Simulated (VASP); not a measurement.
Consider the following.

```
CELL_PARAMETERS angstrom
      4.22890     0.00000     0.00000
      0.00000     4.22890     0.00000
      0.00000     0.00000     2.69551
ATOMIC_POSITIONS crystal
  Si 0.00000 0.00000 0.00000
  Si 0.50000 0.50000 0.50000
  O  0.30657 0.30657 0.00000
  O  0.80657 0.19343 0.50000
  O  0.19343 0.80657 0.50000
  O  0.69343 0.69343 0.00000
```

These are PW91 GGA, VASP's PBE PAW potentials (set 64) (plane waves; VASP 6.6.1) values and carry that method's errors. Numerical set-up: 520 eV cut-off, 6×6×9 Γ-centred mesh, tetrahedra with Blöchl corrections, potentials Si O.

The cores are frozen, which limits the accuracy of field gradients.

Q: Give the principal components of the electric field gradient (V/Å²) and the asymmetry η at each nucleus.

A: 
| atom | Vxx | Vyy | Vzz | η |
|---|---|---|---|---|
| Si1 | -18.0 | -4.3 | 22.4 | 0.61 |
| Si2 | -18.0 | -4.3 | 22.4 | 0.61 |
| O3 | 64.4 | 49.1 | -113.5 | 0.14 |
| O4 | 64.4 | 49.1 | -113.5 | 0.14 |
| O5 | 64.4 | 49.1 | -113.5 | 0.14 |
| O6 | 64.4 | 49.1 | -113.5 | 0.14 |

The compound is SiO2 in the rutile structure, stishovite, a high-pressure form. It was relaxed first.
